## Two layers, one energy? The levels of graphite at L

Graphite repeats after two layers, so each band of a single carbon layer appears twice in the crystal. How far the two copies lie apart depends on how strongly the layers couple, and that changes with the electron's wave vector. The section asks what becomes of the levels nearest the gap at the point L, whose position is (1/2, 0, 1/2). The levels at six other points, calculated with the local density approximation (LDA), supply the evidence.

Kohn-Sham levels of graphite (4-atom cell, a = 2.461 Å, c = 6.44 Å) from VASP 6.6.1 with the LDA and PAW potentials, without spin polarisation or spin-orbit coupling. The plane-wave cutoff is 520 eV, the k mesh 16×16×4 and the Fermi-Dirac smearing 0.05 eV. Energies are relative to the highest filled level on the mesh.

| point a (reciprocal cell vector) | point b (reciprocal cell vector) | point c (reciprocal cell vector) | level under 4 (eV) | level under 3 (eV) | level under 2 (eV) | level under 1 (eV) | level over 1 (eV) | level over 2 (eV) |
| --- | --- | --- | --- | --- | --- | --- | --- | --- |
| 0.0000 | 0.0000 | 0.0000 | -2.840 | -2.840 | -2.812 | -2.812 | 4.430 | 8.464 |
| 0.1250 | 0.0000 | 0.0000 | -4.215 | -4.144 | -3.558 | -3.506 | 4.872 | 8.506 |
| 0.3750 | 0.0000 | 0.0000 | -5.893 | -5.812 | -4.725 | -2.718 | 3.359 | 4.636 |
| 0.1250 | 0.1250 | 0.0000 | -5.914 | -4.963 | -4.917 | -4.901 | 5.764 | 8.101 |
| 0.1875 | 0.1875 | 0.0000 | -6.906 | -6.841 | -5.645 | -3.436 | 5.256 | 5.935 |
| 0.0000 | 0.0000 | 0.5000 | -2.826 | -2.826 | -2.826 | -2.826 | 7.434 | 7.434 |
| 0.5000 | 0.0000 | 0.5000 | ? | ? | ? | ? | ? | ? |

Point a, point b and point c give the wave vector as fractions of the three reciprocal cell vectors. The first two describe motion within the layers, the third motion across them. Row 1 is the centre of the zone, Γ, and row 6 is A, straight above it on the face where point c is 1/2. L lies on the same face, above M, the midpoint of an edge of the flat zone.

The columns rank levels by height: level under 1 is the highest filled one, level over 1 the lowest empty one. A column is therefore not a band, and joining its entries by a line would mix different kinds of state. Energies are counted from the highest filled level on the whole mesh of wave vectors, which need not be the true Fermi level.

### Which states are which

Row 3, three quarters of the way from Γ to M, shows how to sort the levels. Its two lower filled levels lie close together, near -5.9 eV. Its two upper ones, at -4.725 and -2.718 eV, are 2.0 eV apart. Such a contrast suits two kinds of orbital: σ states, which lie along the bonds within a layer, and π states, which stick out towards the next layer and feel it strongly.

This assignment rests on the known bands of graphite, since the table holds energies and not orbital shapes. It also explains row 5, on the way from Γ to K, where the upper filled pair is split by 2.2 eV. At Γ the order is different: the top filled levels are σ, and the π levels lie far below them. Going outwards, the σ levels sink, the filled π levels rise, and the two change places.

The splittings in rows 3 and 5 are those of this particular crystal model. Its layers are about 4% closer together than in real graphite, which strengthens the coupling between them. For L the question is whether that coupling acts at all.

### Why the levels should pair at L

Take an atom in one layer and look at the layers above and below. In this stacking the two neighbouring layers present the same arrangement to it. Each is half a cell away, so when point c is 1/2 the electron wave gains a quarter turn of phase on the way up and loses a quarter turn on the way down. Between orbitals of the same kind, π with π or σ with σ, the two contributions are then equal and opposite, and the coupling to the adjacent layers cancels.

Symmetry makes the pairing exact. The crystal has a screw axis, which turns one layer into the next while moving it up by half a cell. Together with time reversal, this forces the levels into equal pairs everywhere on the face to which A and L belong.

The table shows the effect at A. At Γ the four highest filled levels, all σ, form two pairs, because two directions in the layer are equivalent there. The pairs lie at -2.840 and -2.812 eV. At A they merge into four equal levels at -2.826 eV, halfway between. L should have pairs too, and because the coupling between like orbitals of adjacent layers has cancelled, each pair should sit close to the energy of a single layer. The problem has shrunk from a crystal to a sheet.

### The π levels of a single sheet

In a sheet, each carbon atom has three nearest neighbours, all on the other sublattice. Hopping to them pushes a filled π level down and an empty level, called π\*, up by about the same amount. Half the distance between the two is

$$h = t\,|f_1 + r f_3| .$$

Here $t$ is the strength of hopping to a nearest neighbour, and $f_1$ is the sum of the wave's phase factors over the three nearest neighbours. The sum $f_3$ does the same for the three third neighbours, which sit across the hexagons, and $r$ is their relative strength. A rough, recalled value for carbon sheets is $r = 0.10$.

So small a term would hardly matter if it were not for the phases. At L, apart from a common factor, the nearest neighbours contribute +1, +1 and -1, so two of them cancel and $f_1 = 1$. The third neighbours contribute -1 each, so $f_3 = -3$. A weak hop counts three times, and it counts against the main one.

Rows 3 and 5 fix $t$. In row 3 the filled π pair averages -3.72 eV and the empty pair 4.00 eV, so $h$ is 3.86 eV; row 5 gives 5.07 eV in the same way. Averaging within each pair removes most of the layer splitting. A least-squares fit of the formula to these two rows, with $r$ held at 0.10, gives $t = 2.92$ eV.

The estimate for L follows in one line:

$$h = 2.92 \times |1 - 0.3| \approx 2.05\ \text{eV}.$$

With nearest neighbours alone, the mean $t$ of the two rows would give about 2.7 eV. The known rows already speak against that simpler picture, because it needs a $t$ about 10% larger in row 5 than in row 3. With third neighbours included, the two values differ by only about 1%.

### Where the pair is centred

The distance between π and π\* does not yet say where the two lie. Hopping between atoms of the same sublattice shifts both together; for the shortest such hops, the amount varies with $|f_1|^2$. A straight line in that quantity through rows 3 and 5 puts their centre at L near -0.3 eV. It is a long extrapolation from two points.

A second guide comes from K, the corner of the flat zone, where π and π\* meet. Graphite is a semimetal, but the mesh misses K and so leaves an apparent gap of 0.4 eV. The middle of that false gap, 0.2 eV above the zero, is a rough estimate of the meeting energy. It serves for L only if the centre moves little between K and L. The straight line fits badly with this guide: carried on to K, it would end well below the value found there. The forecast takes the mean of the two guides, about -0.07 eV, and their disagreement is the main reason for its wide error bars.

### The σ levels below

The upper σ band between Γ and M is built mainly from p orbitals that lie in the plane, at right angles to the direction of travel. Two of the three bonds at each atom are slanted and join these orbitals largely head-on. The third runs along the direction of travel and joins them sideways, with the opposite sign and roughly half the combined strength of the other two. At Γ the contributions therefore oppose each other, as 2 - 1; at M and L the phases have turned them to 2 + 1, and the bonding level sinks.

Between these ends the same sum gives

$$E = c_0 - c_1\sqrt{5 - 4\cos(2\pi a)},$$

where $a$ is point a. A least-squares fit to the σ averages of rows 1, 2, 3 and 6 gives $c_0 = -1.11$ eV and $c_1 = 1.69$ eV, and it meets those rows within 0.07 eV. At L the root equals 3, which places the σ pair near -6.2 eV.

### The forecast

For L, the reasoning gives:

- three exact pairs, each split by less than 0.01 eV;
- a π pair on top of the filled levels, at -2.1 ± 0.4 eV;
- a σ pair below it, at -6.2 ± 0.3 eV;
- a π\* pair as the lowest empty levels, at 2.0 ± 0.4 eV;
- half the π to π\* distance equal to 2.05 ± 0.2 eV.

The error bars are judgements. Only two rows show both π pairs, which is too few for a statistical error to mean much.

The withheld rows as computed:

| point a (reciprocal cell vector) | point b (reciprocal cell vector) | point c (reciprocal cell vector) | level under 4 (eV) | level under 3 (eV) | level under 2 (eV) | level under 1 (eV) | level over 1 (eV) | level over 2 (eV) |
| --- | --- | --- | --- | --- | --- | --- | --- | --- |
| 0.5000 | 0.0000 | 0.5000 | -6.215 | -6.215 | -2.213 | -2.213 | 1.737 | 1.737 |

### What the calculation gives

The levels at L form three pairs, equal to the last printed digit. The filled π levels, about 2 eV apart in rows 3 and 5, coincide here. This is the firmest part of the forecast, because it follows from symmetry and needs no value for any coupling.

The σ pair lies at -6.215 eV, within 0.04 eV of the model's value. L took no part in that fit, but three other points on the same line did, counting Γ and A as one. The forecast had only to carry a smooth curve a short way further, to the edge of the zone where it flattens.

The π pair lies at -2.213 eV and the π\* pair at 1.737 eV. Both are inside their ranges, and both forecasts were too high, by about 0.09 and 0.24 eV before rounding. An error shared in this way points to the centre. It lies at -0.24 eV, between the two guides but closer to the straight line than the forecast assumed.

Half the distance, which doesn't depend on the centre, comes out at 1.98 eV. The model with third neighbours is about 4% above this value, while nearest neighbours alone overshoot it by almost 0.8 eV. The table thus shows that the π levels at L are drawn together far more than the simplest picture allows. That third neighbours do it is the argument from theory; other terms left out of the model, such as the overlap of neighbouring orbitals, could share the work.

The remaining 4% is no finer than the input. Raising $r$ from 0.10 to 0.12 lowers the estimate to 1.89 eV, so the calculated value lies between the two choices. The energies themselves are those of the LDA, which usually makes the π bands of graphite somewhat too narrow.

### The same reasoning in another stack

The steps carry over to other layered crystals: find the phase between adjacent layers and see whether their couplings add or cancel. Where they cancel, a single sheet is a good starting point. Suppose the carbon layers were stacked exactly on top of one another. The cell would then hold one layer, and on the face where point c is 1/2 the wave would change sign from each layer to the next. The contributions from above and below would add, no partner level would be needed, and the π energies would be shifted away from those of the sheet.

Within ordinary graphite, M differs from L only in its motion across the layers. Its in-plane phases are the same, but the coupling between layers no longer cancels. Its π levels should therefore open into split pairs around roughly the energies found at L.
